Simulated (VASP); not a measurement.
Data:

```
AlFe
1.0
    2.88377     0.00000     0.00000
    0.00000     2.88377     0.00000
    0.00000     0.00000     2.88377
Al Fe
1 1
Direct
  0.50000   0.50000   0.50000
  0.00000   0.00000   0.00000
```

Method: revPBE GGA, VASP's PBE PAW potentials (set 64) (plane waves; VASP). Settings: 520 eV cut-off, 11×11×11 Γ-centred mesh, first-order Methfessel-Paxton smearing of 0.10 eV, potentials Al Fe.

**Question.** Predict the energy per atom (σ→0), band gap (on the k-mesh) with the smallest direct gap where there is one.

**Answer.** 
```
Quantity                                                    Result
------------------------  ----------------------------------------
band gap (on the k-mesh)  none (metal, semimetal or under 0.01 eV)
energy per atom (σ→0)                               -5986 meV/atom
```

The compound is FeAl in the CsCl type structure. It was relaxed first. The start is the result of an earlier pass. The run is not spin-polarised, so no magnetic state was tried. The electron count is odd and the run is not spin-polarised, which forces a metal.
